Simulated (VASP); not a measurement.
Data:

```
VH2
1.0
   -1.90878     1.90878     4.79791
    1.90878    -1.90878     4.79791
    1.90878     1.90878    -4.79791
V H
2 4
Direct
  0.50000   0.50000   0.00000
  0.25000   0.75000   0.50000
  0.29190   0.29190   0.00000
  0.04190   0.54190   0.50000
  0.45810   0.95810   0.50000
  0.70810   0.70810   0.00000
```
Starting moments (μB, in the order of the record's atoms V V H H H H): 2.0 2.0 0.0 0.0 0.0 0.0.

All values below come from PBE GGA, VASP's PBE PAW potentials (set 64) (plane waves; VASP). Numerical set-up: 300 eV cut-off, 5×5×5 Γ-centred mesh, Fermi-Dirac smearing of 0.10 eV, potentials V_sv H.

At this cut-off the stress carries a Pulay error, which pulls relaxed volumes low. Energy and stress use the plane-wave basis of the starting cell.

Problem. The ions, cell shape and volume are relaxed. Give the cell that the relaxation ends in.

Solution. 
```
VH2
1.0
   -1.77133     1.77133     3.90950
    1.77133    -1.77133     3.90950
    1.77133     1.77133    -3.90950
V H
2 4
Direct
  0.50000   0.50000   0.00000
  0.25000   0.75000   0.50000
  0.27426   0.27426   0.00000
  0.02426   0.52426   0.50000
  0.47574   0.97574   0.50000
  0.72574   0.72574   0.00000
```
Space group I4_1/amd (141), at a tolerance of 0.03 Å. The cell ends with 0.00 μB, on the sites 0.00 0.00 0.00 0.00 0.00 0.00 μB.

Problem. How do energy and volume change from the first to the last step?

Solution. The energy (σ→0) changes by -244.1 meV/atom and the volume by -29.8 %, in 23 ionic steps.

The structure was generated: VH2 was put into an ordered model structure, which need not be its known phase. This run relaxes it. Symmetry was kept, so distortions that lower it aren't found. The k-mesh is coarse (spacing up to 0.50 per Å, 2π included), so the numbers may not be converged in it. The run is one of a series of settings (EDIFFG = -0.01, IBRION = 2, ISIF = 3, NSW = 50 against the base run), some of them coarse on purpose.
